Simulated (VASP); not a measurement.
Runs of VASP 6.6.1 on Ge. The structure is cubic, space group Fd-3m (No. 227). Conventional cell: a = 5.658 Å, b = 5.658 Å, c = 5.658 Å, α = 90.00°, β = 90.00°, γ = 90.00°. Ge (site symmetry -43m) is surrounded by 4 Ge at 2.45 Å. 

```csv
level,potentials or basis,spin,k mesh,grid for exact exchange (PRECFOCK),screening parameter,gap on the mesh (eV),pressure (GPa)
PBEsol,"VASP PAW PBE potentials, release 64 (Ge_d)","SOC, no magnetisation",9 × 9 × 9,-,-,-,0.6
LDA,"VASP PAW LDA potentials, release 64 (Ge_d)",off,9 × 9 × 9,-,-,none,-0.8
HSE06,"VASP PAW PBE potentials, release 64 (Ge_d)",off,5 × 5 × 5,Normal,0.2 1/A,(b),1.0
PBEsol,"VASP PAW PBE potentials, release 64 (Ge_d)",off,9 × 9 × 9,-,-,none,0.9
r2SCAN,"VASP PAW PBE potentials, release 64 (Ge_d)",off,9 × 9 × 9,-,-,(a),0.7
```

Alike in all rows: task single point; cell as given; cutoff (eV) 520; smearing fermi-dirac 0.05 eV.

**Question.** Estimate the missing entries.

**Answer.** (a) 0.40; (b) 0.93.

Caveats: the PAW data sets were made with another functional, which shifts forces and pressure a little (some runs); this crystal is a semiconductor, whose small gap the functional closes, so the metal is an error of the method (some runs); an odd mesh through Γ misses points on the zone boundary, where band edges often lie (some runs).

A k mesh can miss the band edges, and rows without SOC leave out spin-orbit coupling on Ge.

A gap of «none» marks a metal or a gap under the smearing width.

Runs at the PBE level aren't shown here.
